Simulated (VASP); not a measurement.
NiSi$_{2}$ (fluorite): the lattice constant a from VASP (plane waves, PAW) at several levels of theory. Static lattice.  The measured value holds thermal and zero-point effects that the static calculation lacks.

| level | lattice constant a (Å) | error against measurement |
|---|---|---|
| LDA | 5.354 | -1.0 % |
| PBE | 5.444 | +0.7 % |
| PBEsol | 5.392 | -0.3 % |
| SCAN | 5.378 | -0.5 % |
| r2SCAN | 5.389 | -0.3 % |

Measured: 5.406 Å (as given by Wikipedia, Nickel silicide).

The cell of the LDA run:

NiSi₂ has the cubic space group Fm-3m (No. 225), Pearson symbol cF12. Cell: a = 5.3539 Å, b = 5.3539 Å, c = 5.3539 Å, α = 90.00°, β = 90.00°, γ = 90.00°. Si on 8c sees 4 Ni at 2.318 Å and 6 Si at 2.677 Å. Ni on 4a has 8 Si at 2.318 Å (cubic). (Neighbours: up to the widest gap in distance over summed covalent radii, below 1.35, at either atom; cation-cation and far metal-metal contacts left out.)
(The calculation used a cell of 3 atoms; values per cell refer to that cell.)

Only levels that ran to the end are used. Left out are those held back, those with too coarse a band path, GW runs whose mesh misses a band edge, hybrids' fits of cells that aren't cubic and levels without matching references; a question may draw on a part of the rest.

The compound is NiSi2 in the fluorite structure.
